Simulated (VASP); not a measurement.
Input:

```yaml
crystal:
  lattice:
    - [2.10266, -3.64192, 0.00000]
    - [2.10266, 3.64192, 0.00000]
    - [0.00000, 0.00000, 6.82997]
  atoms:
    - { symbol: Cd, position: [0.66667, 0.33333, 0.50000] }
    - { symbol: Cd, position: [0.33333, 0.66667, 0.00000] }
    - { symbol: S, position: [0.66667, 0.33333, 0.87700] }
    - { symbol: S, position: [0.33333, 0.66667, 0.37700] }
```

All values below come from PW91 GGA, VASP's PBE PAW potentials (set 64) (plane waves; VASP 6.6.1). Numerical set-up: 520 eV cut-off, 7×7×4 Γ-centred mesh, tetrahedra with Blöchl corrections, potentials Cd S.

The cores are frozen, which limits the accuracy of field gradients.

### Question
Give the principal components of the electric field gradient (V/Å²) and the asymmetry η at each nucleus.

### Answer

```json
[
 {"atom": "Cd1", "Vxx": "-1.7", "Vyy": "-1.6", "Vzz": "3.3", "η": "0.00"},
 {"atom": "Cd2", "Vxx": "-1.7", "Vyy": "-1.6", "Vzz": "3.3", "η": "0.00"},
 {"atom": "S3", "Vxx": "0.3", "Vyy": "0.3", "Vzz": "-0.6", "η": "0.00"},
 {"atom": "S4", "Vxx": "0.3", "Vyy": "0.3", "Vzz": "-0.6", "η": "0.00"}
]
```

The compound is CdS in the wurtzite structure. It was relaxed first.
